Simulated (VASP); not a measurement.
These are PBEsol GGA, VASP's PBE PAW potentials (set 64) (plane waves; VASP) values and carry that method's errors.

A VASP calculation is set up with these files.

File POSCAR:
```
SrTe
1
    4.3290000000     0.0000000000     0.0000000000
    0.0000000000     4.3290000000     0.0000000000
    0.0000000000     0.0000000000     4.3290000000
Sr Te
1 1
Direct
  0.0000000000   0.0000000000   0.0000000000
  0.5000000000   0.5000000000   0.5000000000
```

### INCAR
```
SYSTEM = SrTe
PREC = Accurate
ENCUT = 400
EDIFF = 1E-6
NELM = 100
ALGO = Normal
LREAL = .FALSE.
LASPH = .TRUE.
ISMEAR = 0
SIGMA = 0.05
GGA = PS
LMAXMIX = 4
LWAVE = .FALSE.
LCHARG = .FALSE.
IBRION = 2
ISIF = 3
NSW = 60
EDIFFG = -0.01
```

**KPOINTS**
```
Automatic
0
gamma
 6 6 6
0 0 0
```

POTCAR, in this order: Sr_sv Te (PBE.64 set). Program: vasp_std.

Energy and stress use the plane-wave basis of the starting cell. Unless said otherwise, spin-orbit coupling is left out, though it shifts the bands of the heavy elements here.

Task: What does the run give for the energy per atom (σ→0), volume per atom, band gap (on the k-mesh)?

Result: 
The energy per atom (σ→0) is -4.202 eV/atom, the band gap (on the k-mesh) comes out as 0.29 eV and the volume per atom comes out as 32.56 Å^3/atom.

**OSZICAR**
```
...
DAV:   1    -0.841827385297E+01   -0.15604E-01   -0.33433E-01   524   0.438E+00    0.889E-01
DAV:   2    -0.840808634422E+01    0.10188E-01   -0.26489E-02   604   0.136E+00    0.417E-01
DAV:   3    -0.840423771169E+01    0.38486E-02   -0.81186E-03   808   0.602E-01    0.309E-01
DAV:   4    -0.840426657392E+01   -0.28862E-04   -0.71148E-04   808   0.162E-01    0.172E-01
DAV:   5    -0.840438718290E+01   -0.12061E-03   -0.59000E-04   760   0.131E-01    0.178E-02
DAV:   6    -0.840439066557E+01   -0.34827E-05   -0.97103E-06   588   0.262E-02    0.922E-03
DAV:   7    -0.840439027064E+01    0.39493E-06   -0.27975E-07   316   0.581E-03
   3 F= -.84043903E+01 E0= -.84043902E+01  d E =-.331439E+00
```

The structure was generated: SrTe was put into the CsCl type type (Pm-3m), which need not be its known phase. This run relaxes it. Symmetry was kept, so distortions that lower it aren't found.
